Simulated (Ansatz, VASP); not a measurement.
# Ge3H2: VASP beside Ansatz, part 2 of 2

Aim: how closely do two programs agree when they are given the same cell, functional and k mesh? The cell is taken from a series of runs on this material, whose earlier steps may have relaxed, scaled, displaced or heated it; both programs get it as it stands.

VASP 6.6.1 and Ansatz 0.2.0.

So far: The starting structure; Ansatz: single point, PBEsol, spin-orbit coupling.

**3. VASP: single point, PBEsol, spin-orbit coupling**

Level of this step: PBEsol, spin-orbit coupling; plane waves and PAW (Ge_d, H) (VASP).

The same cell, functional, mesh and smearing now go to VASP, with its own data sets.

Lines of VASP's logs that name or quote its potential files are left out, and so is its time.

The input, INCAR:

```
SYSTEM = Ge3H2
PREC = Accurate
ENCUT = 410
EDIFF = 1E-06
NELM = 200
ISMEAR = -1
SIGMA = 0.02
LREAL = .FALSE.
ALGO = Normal
GGA = PS
LNONCOLLINEAR = .TRUE.
MAGMOM = 0 0 0 0 0 0 0 0 0 0 0 0 0 0 0 0 0 0 0 0 0 0 0 0 0 0 0 0 0 0
NBANDS = 108
GGA_COMPAT = .FALSE.
LASPH = .TRUE.
LSORBIT = .TRUE.
LORBIT = 11
LWAVE = .FALSE.
LCHARG = .FALSE.
ISIF = 2
LDIPOL = .TRUE.
IDIPOL = 3
DIPOL = 0.5 0.5 0.5
LVHAR = .TRUE.
EFERMI = MIDGAP
NELMDL = -8
KPAR = 2
```

The input, POSCAR:

```
Ge3H2
1.0
    4.0008101680      0.0000000000      0.0000000000
    0.0000000000      4.0008101680      0.0000000000
    0.0000000000      0.0000000000     40.9000000000
Ge H
6 4
Direct
    0.0000000000      0.0000000000      0.4145041063
    0.5000000000      0.0000000000      0.4482977143
    0.5000000000      0.5000000000      0.4827847424
    0.0000000000      0.5000000000      0.5172152576
    0.0000000000      0.0000000000      0.5517022857
    0.5000000000      0.0000000000      0.5854958937
    0.0000000000      0.6953362577      0.3916264296
    0.0000000000      0.3046637423      0.3916264296
    0.5000000000      0.6953362577      0.6083735704
    0.5000000000      0.3046637423      0.6083735704
```

The input, KPOINTS:

```
Automatic mesh
0
Gamma
6 6 1
0 0 0
```

The projector-augmented-wave data sets are Ge_d and H (PBE family, release 64).

Launch:

```bash
> mpirun -np 2 vasp_ncl
```

Numbers of over 12 decimals in the logs are rounded to 6 here.

Output:

```text
[banner, memory and clock lines left out]
running    2 mpi-ranks, on    1 nodes
 distrk:  each k-point on    1 cores,    2 groups
 distr:  one band on    1 cores,    1 groups

 POSCAR found type information on POSCAR GeH
 POSCAR found :  2 types and      10 ions
|                                                                             |
|               ----> ADVICE to this user running VASP <----                  |
|                                                                             |
|     You enforced a specific xc type in the INCAR file but a different       |
|     [... a line on the potential file left out ...]
|     I HOPE YOU KNOW WHAT YOU ARE DOING!                                     |
|                                                                             |

 LDA part: xc-table for (Slater+PW92), standard interpolation
 POSCAR, INCAR and KPOINTS ok, starting setup
 FFT: planning ... GRIDC
 FFT: planning ... GRID_SOFT
 FFT: planning ... GRID
 WAVECAR not read
 entering main loop
       N       E                     dE             d eps       ncg     rms          rms(c)
DAV:   1     0.788827790842E+03    0.78883E+03   -0.39482E+04  4056   0.195E+03
DAV:   2     0.865390114850E+02   -0.70229E+03   -0.67969E+03  4616   0.461E+02
DAV:   3    -0.344335591263E+02   -0.12097E+03   -0.11926E+03  4964   0.196E+02
DAV:   4    -0.425690264296E+02   -0.81355E+01   -0.80832E+01  3920   0.595E+01
DAV:   5    -0.429311356914E+02   -0.36211E+00   -0.36183E+00  5056   0.118E+01
DAV:   6    -0.429369363414E+02   -0.58007E-02   -0.57992E-02  4624   0.138E+00
DAV:   7    -0.429372129403E+02   -0.27660E-03   -0.27658E-03  5104   0.278E-01
DAV:   8    -0.429372238072E+02   -0.10867E-04   -0.10866E-04  4884   0.483E-02    0.800E+00
DAV:   9    -0.419593008052E+02    0.97792E+00   -0.30439E-01  3972   0.105E+01    0.461E+00
DAV:  10    -0.415436593095E+02    0.41564E+00   -0.13564E+00  3812   0.732E+00    0.808E-01
DAV:  11    -0.415454882142E+02   -0.18289E-02   -0.19975E-01  3864   0.497E+00    0.533E-01
DAV:  12    -0.415407474725E+02    0.47407E-02   -0.25335E-02  4252   0.155E+00    0.317E-01
DAV:  13    -0.415404632960E+02    0.28418E-03   -0.10032E-02  3848   0.147E+00    0.155E-01
DAV:  14    -0.415403584122E+02    0.10488E-03   -0.20375E-03  4256   0.788E-01    0.562E-02
[...]
DAV:  22    -0.415417893430E+02   -0.11761E-03   -0.44861E-06  2692   0.142E-02    0.149E-03
DAV:  23    -0.415418484747E+02   -0.59132E-04   -0.13758E-06  2624   0.560E-03    0.103E-03
DAV:  24    -0.415419021032E+02   -0.53628E-04   -0.22129E-06  2680   0.929E-03    0.571E-04
DAV:  25    -0.415419141361E+02   -0.12033E-04   -0.26723E-07  2572   0.639E-03    0.464E-04
DAV:  26    -0.415419240055E+02   -0.98694E-05   -0.22664E-07  2476   0.331E-03    0.184E-04
DAV:  27    -0.415419265244E+02   -0.25190E-05   -0.38766E-08  2480   0.198E-03    0.133E-04
DAV:  28    -0.415419288711E+02   -0.23467E-05   -0.38558E-08  2368   0.119E-03    0.813E-05
DAV:  29    -0.415419297522E+02   -0.88106E-06   -0.15067E-08  2384   0.232E-03
   1 F= -.41541930E+02 E0= -.41541930E+02  d E =-.148525E-13  mag=     0.0000    -0.0000    -0.0000
```

From OUTCAR (step 3):

```text
ion  position               nearest neighbor table
   1  0.000  0.000  0.415-   7 1.54   8 1.54   2 2.43   2 2.43
   2  0.500  0.000  0.448-   1 2.43   1 2.43   3 2.45   3 2.45
   3  0.500  0.500  0.483-   4 2.45   4 2.45   2 2.45   2 2.45
   4  0.000  0.500  0.517-   3 2.45   3 2.45   5 2.45   5 2.45
   5  0.000  0.000  0.552-   6 2.43   6 2.43   4 2.45   4 2.45
   6  0.500  0.000  0.585-   9 1.54  10 1.54   5 2.43   5 2.43
   7  0.000  0.695  0.392-   1 1.54
   8  0.000  0.305  0.392-   1 1.54
   9  0.500  0.695  0.608-   6 1.54
  10  0.500  0.305  0.608-   6 1.54

  LATTYP: Found a simple tetragonal cell.
 ALAT       =     4.0008101680
 C/A-ratio  =    10.2229294274

 Subroutine GETGRP returns: Found  8 space group operations
 (whereof  4 operations were pure point group operations)

The static configuration has the point symmetry C_2v.
 The point group associated with its full space group is D_2h.

 Found     16 irreducible k-points:

   k-points           NKPTS =     16   k-points in BZ     NKDIM =     16   number of bands    NBANDS=    108

   dimension x,y,z NGX =    28 NGY =   28 NGZ =  270
   dimension x,y,z NGXF=    56 NGYF=   56 NGZF=  540

   ENCUT  =  410.0 eV  30.13 Ry    5.49 a.u.   6.61  6.61 67.53*2*pi/ulx,y,z

   NELECT =      88.0000    total number of electrons

 k-points in reciprocal lattice and weights: Automatic mesh
   0.00000000  0.00000000  0.00000000       0.028
   0.16666667  0.00000000  0.00000000       0.056
   0.00000000  0.16666667  0.00000000       0.056
   0.33333333  0.00000000  0.00000000       0.056
   0.00000000  0.33333333  0.00000000       0.056
   0.50000000  0.00000000  0.00000000       0.028
   0.00000000  0.50000000  0.00000000       0.028
   0.16666667  0.16666667  0.00000000       0.111
   0.33333333  0.16666667  0.00000000       0.111
[...]
-0.33333333  0.50000000  0.00000000       0.056
   0.50000000  0.50000000  0.00000000       0.028

 dipolmoment           0.000000      0.000000      0.000000 electrons x Angstroem

 average (electrostatic) potential at core
       1 -80.9428       2 -81.1435       3 -81.1778       4 -81.1778       5 -81.1435
       6 -80.9428       7 -38.7698       8 -38.7698       9 -38.7698      10 -38.7698

 E-fermi :  -2.1351

 k-point     1 :       0.0000    0.0000    0.0000
  band No.  band energies     occupation
    ...
     84      -3.9245      1.00000
     85      -2.8662      1.00000
     86      -2.8662      1.00000
     87      -2.7183      1.00000
     88      -2.7183      1.00000
     89      -1.5520      0.00000
     90      -1.5520      0.00000
     91      -1.2944      0.00000
     92      -1.2944      0.00000
     93      -1.0888      0.00000
    ...

 k-point     2 :       0.1667    0.0000    0.0000
  band No.  band energies     occupation
    ...
     84      -3.9829      1.00000
     85      -3.5693      1.00000
     86      -3.5693      1.00000
     87      -2.8595      1.00000
     88      -2.8595      1.00000
     89      -0.9791      0.00000
     90      -0.9791      0.00000
     91      -0.9129      0.00000
     92      -0.9129      0.00000
     93      -0.0783      0.00000
    ...

 k-point     3 :       0.0000    0.1667    0.0000
  band No.  band energies     occupation
    ...
     84      -3.9112      1.00000
     85      -3.3128      1.00000
     86      -3.3128      1.00000
     87      -2.8312      1.00000
     88      -2.8312      1.00000
     89      -1.0677      0.00000
     90      -1.0677      0.00000
     91      -0.8533      0.00000
     92      -0.8533      0.00000
     93      -0.7022      0.00000
    ...

  Total       -0.1375921      3.9991081     -0.5987416      0.0000000      0.0000000      0.0000000
  in kB       -0.3367323      9.7871113     -1.4653145      0.0000000      0.0000000      0.0000000
  external PRESSURE =       2.6616882 kB  Pullay stress =       0.0000000 kB

  energy-cutoff  :      410.00
  volume of cell :      654.67
      direct lattice vectors                 reciprocal lattice vectors
     4.000810168  0.000000000  0.000000000     0.249949375  0.000000000  0.000000000
     0.000000000  4.000810168  0.000000000     0.000000000  0.249949375  0.000000000
     0.000000000  0.000000000 40.900000000     0.000000000  0.000000000  0.024449878

 POSITION                                       TOTAL-FORCE (eV/Angst)
 -----------------------------------------------------------------------------------
      0.00000      0.00000     16.95322         0.000000      0.000000     -0.018188
      2.00041      0.00000     18.33538         0.000000      0.000000      0.000159
      2.00041      2.00041     19.74590         0.000000      0.000000     -0.000509
      0.00000      2.00041     21.15410         0.000000      0.000000      0.000509
      0.00000      0.00000     22.56462         0.000000      0.000000     -0.000159
      2.00041      0.00000     23.94678         0.000000      0.000000      0.018188
      0.00000      2.78191     16.01752         0.000000      0.015625      0.011547
      0.00000      1.21890     16.01752         0.000000     -0.015625      0.011547
      2.00041      2.78191     24.88248         0.000000      0.015625     -0.011547
      2.00041      1.21890     24.88248        -0.000000     -0.015625     -0.011547
 -----------------------------------------------------------------------------------
    total drift:                                0.000000      0.000000      0.000000

  FREE ENERGIE OF THE ION-ELECTRON SYSTEM (eV)
  ---------------------------------------------------
  free  energy   TOTEN  =       -41.5419297522 eV

  energy  without entropy=      -41.5419297522  energy(sigma->0) =      -41.54192975

 vacuum level on the upper side and lower side of the slab         1.960         1.960

 Spin-Orbit-Coupling matrix elements
 Ion:    1  E_soc:     -0.0179924
 Ion:    2  E_soc:     -0.0180912
 Ion:    3  E_soc:     -0.0181202
 Ion:    4  E_soc:     -0.0181202
 Ion:    5  E_soc:     -0.0180912
 Ion:    6  E_soc:     -0.0179924
 Ion:    7  E_soc:      0.0000001
 Ion:    8  E_soc:      0.0000001
 Ion:    9  E_soc:      0.0000001
 Ion:   10  E_soc:      0.0000001

 total charge
# of ion       s       p       d       tot
------------------------------------------
    1        1.103   1.417  10.051  12.570
    2        1.114   1.291  10.022  12.427
    3        1.119   1.271  10.025  12.414
    4        1.119   1.271  10.025  12.414
    5        1.114   1.291  10.022  12.427
    6        1.103   1.417  10.051  12.570
    7        0.535   0.016   0.000   0.551
    8        0.535   0.016   0.000   0.551
    9        0.535   0.016   0.000   0.551
   10        0.535   0.016   0.000   0.551
--------------------------------------------------
tot          8.813   8.019  60.195  77.028

 magnetization (x)
# of ion       s       p       d       tot
------------------------------------------
    1        0.000   0.000   0.000   0.000
    2        0.000   0.000   0.000   0.000
    3        0.000   0.000   0.000   0.000
    4        0.000   0.000   0.000   0.000
    5        0.000   0.000   0.000   0.000
    6        0.000   0.000   0.000   0.000
    7        0.000   0.000   0.000   0.000
    8       -0.000  -0.000   0.000  -0.000
    9       -0.000  -0.000   0.000  -0.000
   10        0.000   0.000   0.000   0.000
--------------------------------------------------
tot          0.000   0.000   0.000   0.000

 magnetization (y)
# of ion       s       p       d       tot
------------------------------------------
    1        0.000   0.000   0.000   0.000
    2        0.000   0.000   0.000   0.000
    3        0.000   0.000   0.000   0.000
    4        0.000   0.000   0.000   0.000
    5        0.000   0.000   0.000   0.000
    6        0.000   0.000   0.000   0.000
    7        0.000   0.000   0.000   0.000
    8        0.000   0.000   0.000   0.000
    9        0.000   0.000   0.000   0.000
   10        0.000   0.000   0.000   0.000
--------------------------------------------------
tot          0.000   0.000   0.000   0.000

 magnetization (z)
# of ion       s       p       d       tot
------------------------------------------
    1        0.000   0.000   0.000   0.000
    2        0.000   0.000   0.000   0.000
    3        0.000   0.000   0.000   0.000
    4        0.000   0.000   0.000   0.000
    5        0.000   0.000   0.000   0.000
    6        0.000   0.000   0.000   0.000
    7        0.000   0.000   0.000   0.000
    8        0.000   0.000   0.000   0.000
    9        0.000   0.000   0.000   0.000
   10        0.000   0.000   0.000   0.000
--------------------------------------------------
tot          0.000   0.000   0.000   0.000

[... 3 further parts left out ...]
```

**4. Differences**

Known differences besides the potentials themselves: spin-orbit coupling enters by fully relativistic files in Ansatz and inside the spheres in VASP; Ansatz cuts the interaction across the vacuum, VASP repeats the sheet with a dipole correction; the cutoff is 420 eV in Ansatz and 410 eV in VASP; Ansatz makes its cores anew for this functional, VASP keeps those of its PBE data sets. Total energies have different zeros and are not compared.

The two programs side by side:

```tsv
quantity	Ansatz	VASP	difference
gap on the k mesh (eV)	1.161	1.166	-0.006
```

A gap on the mesh is an upper bound, since the band edges may lie between its points. With vacuum in the cell, a pressure given here is an average over mostly empty space and none of the material.

**5. Summary of results**

| Quantity | Value |
| --- | --- |
| difference in gap on the k mesh (single point, PBEsol, spin-orbit coupling) | -0.0055 eV |

What this shows: The difference in gap on the k mesh is -0.0055 eV (single point, PBEsol, spin-orbit coupling), within the 0.08 eV picked in this series as the mark of a large difference. How closely two codes agree says nothing of how well the functional describes the real material.

[Lines on the potential files, build, host, timing and source positions are cut from VASP's logs without a mark.]

[Logs are printed without paths, hosts, clocks, repeated set-up lines and the standing remarks that a program may print on its own settings, such as how far it seeks lower states.]

[Hosts, paths, dates, database ids (printed as entryN), source tags and the programs' standing remarks are cut or masked in the printed files.]
